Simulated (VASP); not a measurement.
Data:

```yaml
crystal:
  lattice:
    - [0.00000, 2.73000, 2.73000]
    - [2.73000, 0.00000, 2.73000]
    - [2.73000, 2.73000, 0.00000]
  atoms:
    - { symbol: Ca, position: [0.00000, 0.00000, 0.00000] }
    - { symbol: F, position: [0.25000, 0.25000, 0.25000] }
    - { symbol: F, position: [0.75000, 0.75000, 0.75000] }
```
Cell charge +0.02.

Level of theory: PBE GGA, VASP's PBE PAW potentials (set 64) (plane waves; VASP 6.6.1). Numerical set-up: NELECT = 23.98, 520 eV cut-off, 8×8×8 Γ-centred mesh, Gaussian smearing of 0.050 eV, potentials Ca_sv F.

The cell is charged, with a uniform compensating background.

Problem. Give the stress tensor in GPa (positive for a compressed cell).

Solution. 
```
2.20  0.00  0.00
0.00  2.20  0.00
0.00  0.00  2.20
```
The pressure is its mean diagonal, 2.20 GPa.

The compound is CaF2 in the fluorite structure. The cell was not relaxed at this level. The run is one of a series of settings (NELECT = 23.98 against the base run), some of them coarse on purpose.
